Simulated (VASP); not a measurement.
# LiSb2P2 (I4/mmm) in VASP: reference runs

Reference runs on LiSb2P2: the cell as given.

All numbers are computed with VASP 6.6.1; they aren't measurements. Logs are shortened: lines on timing, memory, paths and dates and some standing lists are left out, and cuts for length are marked.

### Step 1. The structure

The structure is tetragonal, space group I4/mmm (No. 139). Conventional cell: a = 4.256 Å, b = 4.256 Å, c = 10.835 Å, α = 90.00°, β = 90.00°, γ = 90.00°. Li (site symmetry 4/mmm) is surrounded by 8 Sb at 3.36 Å and 8 P at 3.44 Å. Sb (site symmetry 4mm) is surrounded by 4 P at 2.45 Å. P (site symmetry -4m2) is surrounded by 4 Sb at 2.45 Å.

The cell was built by a generator and needn't be a form met in nature.

### Step 2. Single point, PBE

Input file INCAR:

```
SYSTEM = LiSb2P2
PREC = Accurate ; ENCUT = 520
EDIFF = 1E-7 ; ISMEAR = -1
SIGMA = 0.05 ; LREAL = .False.
LASPH = .True. ; NELM = 60
ALGO = Normal ; ISIF = 2
LWAVE = .False. ; LCHARG = .False.
GGA = PE ; NBANDS = 20
```

Input file KPOINTS:

```
Automatic mesh
0
Gamma
  9 9 9
  0 0 0
```

Input file POSCAR:

```
LiSb2P2
1.0
   -2.1281091100      2.1281091100      5.4176760000
    2.1281091100     -2.1281091100      5.4176760000
    2.1281091100      2.1281091100     -5.4176760000
Li Sb P
1 2 2
Direct
    0.0000000000      0.0000000000      0.0000000000
    0.3626531700      0.3626531700      0.0000000000
    0.6373468300      0.6373468300      0.0000000000
    0.2500000000      0.7500000000      0.5000000000
    0.7500000000      0.2500000000      0.5000000000
```

Potentials or basis: VASP PAW PBE potentials, release 64 (Li_sv, Sb, P).

Command:

```console
$ cat potpaw_PBE.64/Li_sv/POTCAR potpaw_PBE.64/Sb/POTCAR potpaw_PBE.64/P/POTCAR > POTCAR
$ mpirun -np 1 vasp_std > vasp.out
```

OUTCAR:

```text
SYSTEM = LiSb2P2
   PREC = Accurate
   ENCUT = 520
   EDIFF = 1E-7
   ISMEAR = -1
   LREAL = .False.
   LASPH = .True.
   NELM = 60
   ISIF = 2
   GGA = PE

 ion  position               nearest neighbor table
   1  0.000  0.000  0.000-
   2  0.363  0.363  0.000-   4 2.45   5 2.45   4 2.45   5 2.45   3 2.98
   3  0.637  0.637  0.000-   4 2.45   5 2.45   4 2.45   5 2.45   2 2.98
   4  0.250  0.750  0.500-   2 2.45   3 2.45   2 2.45   3 2.45
   5  0.750  0.250  0.500-   2 2.45   3 2.45   2 2.45   3 2.45

  LATTYP: Found a body centered tetragonal cell.
 ALAT       =     4.2562182200
 C/A-ratio  =     2.5457698454

  Lattice vectors:

 A1 = (  -2.1281091100,   2.1281091100,   5.4176760000)
 A2 = (   2.1281091100,  -2.1281091100,   5.4176760000)
 A3 = (   2.1281091100,   2.1281091100,  -5.4176760000)

Analysis of symmetry for initial positions (statically):
=====================================================================
 Subroutine PRICEL returns:
 Original cell was already a primitive cell.

 Routine SETGRP: Setting up the symmetry group for a
 body centered tetragonal supercell.

 Subroutine GETGRP returns: Found 16 space group operations
 (whereof 16 operations were pure point group operations)
 out of a pool of 16 trial point group operations.

The static configuration has the point symmetry D_4h.

Analysis of symmetry for dynamics (positions and initial velocities):
=====================================================================
 Subroutine PRICEL returns:
 Original cell was already a primitive cell.

 Routine SETGRP: Setting up the symmetry group for a
 body centered tetragonal supercell.

 Subroutine GETGRP returns: Found 16 space group operations
 (whereof 16 operations were pure point group operations)
 out of a pool of 16 trial point group operations.

The dynamic configuration has the point symmetry D_4h.

 Subroutine INISYM returns: Found 16 space group operations
 (whereof 16 operations are pure point group operations),
 and found     1 'primitive' translations

----------------------------------------------------------------------------------------

                                     Primitive cell

  volume of cell :      98.1433

  direct lattice vectors                    reciprocal lattice vectors
    -2.128109110  2.128109110  5.417676000     0.000000000  0.234950359  0.092290495
     2.128109110 -2.128109110  5.417676000     0.234950359  0.000000000  0.092290495
     2.128109110  2.128109110 -5.417676000     0.234950359  0.234950359  0.000000000

  length of vectors
     6.197492236  6.197492236  6.197492236     0.252426636  0.252426636  0.332269985

  position of ions in fractional coordinates (direct lattice)
     0.000000000  0.000000000  0.000000000
     0.362653170  0.362653170  0.000000000
     0.637346830  0.637346830  0.000000000
     0.250000000  0.750000000  0.500000000
     0.750000000  0.250000000  0.500000000

  ion indices of the primitive-cell ions
   primitive index   ion index
                 1           1
                 2           2
                 3           3
                 4           4
                 5           5

----------------------------------------------------------------------------------------

 KPOINTS: Automatic mesh

Automatic generation of k-mesh.
 Grid dimensions read from file:
 generate k-points for:    9    9    9

 Generating k-lattice:

  Cartesian coordinates                     Fractional coordinates (reciprocal lattice)
     0.000000000  0.026105595  0.010254499     0.111111111  0.000000000 -0.000000000
     0.026105595  0.000000000  0.010254499     0.000000000  0.111111111 -0.000000000
     0.026105595  0.026105595  0.000000000     0.000000000  0.000000000  0.111111111

  Length of vectors
     0.028047404  0.028047404  0.036918887

  Shift w.r.t. Gamma in fractional coordinates (k-lattice)
     0.000000000  0.000000000  0.000000000

 Subroutine IBZKPT returns following result:
 ===========================================

 Found     75 irreducible k-points:

 Following reciprocal coordinates:
            Coordinates               Weight
  0.000000  0.000000  0.000000      1.000000
  0.111111  0.000000  0.000000      8.000000
  0.222222  0.000000  0.000000      8.000000
  0.333333  0.000000  0.000000      8.000000
  0.444444  0.000000  0.000000      8.000000
  0.111111  0.111111  0.000000      8.000000
[... 16 lines left out ...]
 -0.333333  0.333333  0.000000      4.000000
  0.444444  0.444444  0.000000      8.000000
 [... further k-points ...]
   k-points           NKPTS =     75   k-points in BZ     NKDIM =     75   number of bands    NBANDS=     20
   number of dos      NEDOS =    301   number of ions     NIONS =      5
   total plane-waves  NPLWV = 110592
   dimension x,y,z NGX =    48 NGY =   48 NGZ =   48
   dimension x,y,z NGXF=    96 NGYF=   96 NGZF=   96
   ions per type =               1   2   2
   NGX,Y,Z   is equivalent  to a cutoff of  12.88, 12.88, 12.88 a.u.
   NGXF,Y,Z  is equivalent  to a cutoff of  25.75, 25.75, 25.75 a.u.
 SYSTEM =  LiSb2P2
   PREC   = accura    normal or accurate (medium, high low for compatibility)
   ISTART =      0    job   : 0-new  1-cont  2-samecut
   ICHARG =      2    charge: 1-file 2-atom 10-const
   ISPIN  =      1    spin polarized calculation?
   LNONCOLLINEAR =      F non collinear calculations
   LSORBIT =      F    spin-orbit coupling
   LASPH  =      T    aspherical Exc in radial PAW
   ENCUT  =  520.0 eV  38.22 Ry    6.18 a.u.  11.52 11.52 11.52*2*pi/ulx,y,z
   NELM   =     60;   NELMIN=  2; NELMDL= -5     # of ELM steps
   EDIFF  = 0.1E-06   stopping-criterion for ELM
   LREAL  =      F    real-space projection
   EDIFFG = 0.1E-05   stopping-criterion for IOM
   NSW    =      0    number of steps for IOM
   IBRION =     -1    ionic relax: 0-MD 1-quasi-New 2-CG
   NFREE  =      0    steps in history (QN), initial steepest desc. (CG)
   ISIF   =      2    stress and relaxation
   ISYM   =      2    0-nonsym 1-usesym 2-fastsym
   POTIM  = 0.5000    time-step for ionic-motion
   TEBEG  =    0.0;   TEEND  =   0.0 temperature during run
   PSTRESS=    0.0 pullay stress
   NELECT =      23.0000    total number of electrons
   NUPDOWN=      -1.0000    fix difference up-down
   EMIN   =  10.00;   EMAX   =-10.00  energy-range for DOS
   EFERMI =   0.00;   METHOD = LEGACY
   ISMEAR =    -1;   SIGMA  =   0.05  broadening in eV -4-tet -1-fermi 0-gaus
   EFERMI_NEDOS =   21; number of points for ismear=-14 and -15
   IALGO  =     38    algorithm
   IMIX   =      4    mixing-type and parameters
     AMIX     =   0.40;   BMIX     =  1.00
     AMIX_MAG =   1.60;   BMIX_MAG =  1.00
  volume/ion in A,a.u.               =      19.63       132.46
  Fermi-wavevector in a.u.,A,eV,Ry     =   1.009324  1.907345 13.860724  1.018735
  Thomas-Fermi vector in A             =   2.142245
   LORBIT       =      0    0 simple, 1 ext, 2 COOP (PROOUT), +10 PAW based schemes
   GGA     = PE    functional components
   LHFCALC =     F    Hartree Fock is set to
   AEXX    =    0.0000 exact exchange contribution
   IVDW    =     0    specifies the selected vdW correction
   LEPSILON=     F    determine dielectric tensor
   LRPA    =     F    only Hartree local field effects (RPA)
 non-spin polarized calculation
  energy-cutoff  :      520.00
  volume of cell :       98.14
 maximum number of plane-waves:      2663
 NGX is ok and might be reduce to    48
   NGX = 23   NGY = 23   NGZ = 23

 number of electron      23.0000000 magnetization

 Free energy of the ion-electron system (eV)
  ---------------------------------------------------
  ext. energy  EPLUGINS =         0.00000000
  ---------------------------------------------------
  free energy    TOTEN  =       -17.22095719 eV

  energy without entropy =      -17.20889463  energy(sigma->0) =      -17.21492591

 E-fermi :   8.3825     XC(G=0):  -9.8955

 val. band max:        8.3558084351   @ k =  -0.2222  -0.2222   0.2222
 cond. band min:       8.3909039733   @ k =  -0.4444   0.4444   0.2222
 fundamental gap:      0.0350955382
 Fermi energy:         8.3824902134

 k-point     1 :       0.0000    0.0000    0.0000
  band No.  band energies     occupation
      1     -39.5952      2.00000
      2      -7.5679      2.00000
      3      -2.1170      2.00000
      4      -0.9916      2.00000
      5       0.6543      2.00000
      6       1.4417      2.00000
[... 12 lines left out ...]
     19      13.6735      0.00000
     20      15.2060      0.00000

 k-point     2 :       0.1111    0.0000    0.0000
  band No.  band energies     occupation
      1     -39.5952      2.00000
      2      -7.4665      2.00000
      3      -2.2776      2.00000
      4      -1.3381      2.00000
      5       0.7098      2.00000
      6       1.5248      2.00000
[... 12 lines left out ...]
     19      13.4720      0.00000
     20      14.4614      0.00000

 k-point     3 :       0.2222    0.0000    0.0000
  band No.  band energies     occupation
      1     -39.5952      2.00000
      2      -7.1636      2.00000
      3      -3.0497      2.00000
      4      -1.4903      2.00000
      5       0.7473      2.00000
      6       1.7723      2.00000
[... 12 lines left out ...]
     19      13.9709      0.00000
     20      14.3083      0.00000

 k-point     4 :       0.3333    0.0000    0.0000
  band No.  band energies     occupation
      1     -39.5951      2.00000
      2      -6.6639      2.00000
      3      -4.1005      2.00000
      4      -1.3024      2.00000
      5       0.5135      2.00000
      6       2.1780      2.00000
[... 12 lines left out ...]
     19      14.0992      0.00000
     20      14.2237      0.00000

 k-point     5 :       0.4444    0.0000    0.0000
  band No.  band energies     occupation
      1     -39.5951      2.00000
      2      -5.9814      2.00000
      3      -5.0947      2.00000
      4      -1.0289      2.00000
      5       0.1148      2.00000
      6       2.7221      2.00000
[... 12 lines left out ...]
     19      13.6733      0.00000
     20      13.7789      0.00000

 k-point     6 :       0.1111    0.1111    0.0000
  band No.  band energies     occupation
      1     -39.5952      2.00000
      2      -7.3557      2.00000
      3      -2.4024      2.00000
      4      -1.7044      2.00000
      5       0.8122      2.00000
      6       1.3885      2.00000
[... 12 lines left out ...]
     19      13.6047      0.00000
     20      14.2783      0.00000

 k-point     7 :       0.2222    0.1111    0.0000
  band No.  band energies     occupation
      1     -39.5951      2.00000
      2      -7.0441      2.00000
      3      -3.0391      2.00000
      4      -1.9232      2.00000
      5       0.7874      2.00000
      6       1.4999      2.00000
[... 12 lines left out ...]
     19      13.3848      0.00000
     20      14.4650      0.00000
[... 277 lines left out ...]
 k-point    20 :       0.3333    0.3333    0.0000
  band No.  band energies     occupation
      1     -39.5951      2.00000
      2      -5.7022      2.00000
      3      -3.4786      2.00000
      4      -3.3802      2.00000
      5      -0.7142      2.00000
      6       1.0786      2.00000
[... 12 lines left out ...]
     19      13.5466      0.00000
     20      15.3502      0.00000

 k-point    21 :       0.4444    0.3333    0.0000
  band No.  band energies     occupation
      1     -39.5951      2.00000
      2      -5.0168      2.00000
      3      -4.3733      2.00000
      4      -2.8365      2.00000
      5      -1.5983      2.00000
      6       1.3814      2.00000
[... 12 lines left out ...]
     19      14.0683      0.00000
     20      14.7859      0.00000

 k-point    22 :      -0.4444    0.3333   -0.0000
  band No.  band energies     occupation
      1     -39.5951      2.00000
      2      -5.1999      2.00000
      3      -4.1765      2.00000
      4      -2.4146      2.00000
      5      -2.0569      2.00000
      6       1.8708      2.00000
[... 12 lines left out ...]
     19      13.9487      0.00000
     20      14.1653      0.00000

 k-point    23 :      -0.3333    0.3333    0.0000
  band No.  band energies     occupation
      1     -39.5951      2.00000
      2      -5.8524      2.00000
      3      -3.4202      2.00000
      4      -2.8374      2.00000
      5      -1.2417      2.00000
      6       1.9985      2.00000
[... 12 lines left out ...]
     19      13.7555      0.00000
     20      14.2069      0.00000

 k-point    24 :       0.4444    0.4444    0.0000
  band No.  band energies     occupation
      1     -39.5950      2.00000
      2      -4.3585      2.00000
      3      -3.8725      2.00000
      4      -3.6288      2.00000
      5      -2.5066      2.00000
      6       1.7128      2.00000
[... 12 lines left out ...]
     19      13.9764      0.00000
     20      14.2308      0.00000

 [... further k-points ...]
[... 5 lines left out ...]
  --------------------------------------------------------------------------------------
  -------------------------------------------------------------------------------------
  Total       18.0919240     18.0919240     13.3681827      0.0000000      0.0000000      0.0000000
  in kB      295.3483414    295.3483414    218.2338696      0.0000000      0.0000000      0.0000000
  external PRESSURE =     269.6435174 kB  Pullay stress =       0.0000000 kB

 VOLUME and BASIS-vectors are now :
 -----------------------------------------------------------------------------
  energy-cutoff  :      520.00
  volume of cell :       98.14
      direct lattice vectors                 reciprocal lattice vectors
    -2.128109110  2.128109110  5.417676000     0.000000000  0.234950359  0.092290495
     2.128109110 -2.128109110  5.417676000     0.234950359  0.000000000  0.092290495
     2.128109110  2.128109110 -5.417676000     0.234950359  0.234950359  0.000000000

 POSITION                                       TOTAL-FORCE (eV/Angst)
 -----------------------------------------------------------------------------------
      0.00000      0.00000      0.00000        -0.000000     -0.000000     -0.000000
      0.00000      0.00000      3.92947         0.000000      0.000000      1.840402
      0.00000      0.00000      6.90588        -0.000000     -0.000000     -1.840402
      2.12811      0.00000      2.70884        -0.000000     -0.000000     -0.000000
      0.00000      2.12811      2.70884        -0.000000     -0.000000      0.000000
 -----------------------------------------------------------------------------------
    total drift:                               -0.000000     -0.000000      0.000000

  FREE ENERGIE OF THE ION-ELECTRON SYSTEM (eV)
  ---------------------------------------------------
  free  energy   TOTEN  =       -17.2209571875 eV

  energy  without entropy=      -17.2088946255  energy(sigma->0) =      -17.21492591
```

Wall time 2.5 min (1 thread of Intel Xeon Platinum 8559C (Emerald Rapids), shared host); peak memory 0.4 GiB.

What came out:

| Quantity | Value |
| --- | --- |
| Free energy | -17.2210 eV |
| Largest force | 1.840 eV/Å |
| Band gap on the k mesh | none (metal or under the smearing width) |

Forces in eV/Å, atoms in the order of the input:
```
Li   0.000  0.000  0.000
Sb   0.000  0.000  1.840
Sb   0.000  0.000 -1.840
P    0.000  0.000  0.000
P    0.000  0.000  0.000
```

Caveat: the cutoff is under 1.25 times the usual one of these potentials, so pressure, stress and relaxed cells hold a basis-set (Pulay) error; forces of over 1 eV/Å show positions far from the minimum, so gaps and moduli don't describe the material at rest. Spin-orbit coupling is left out, which matters for the levels of Sb.
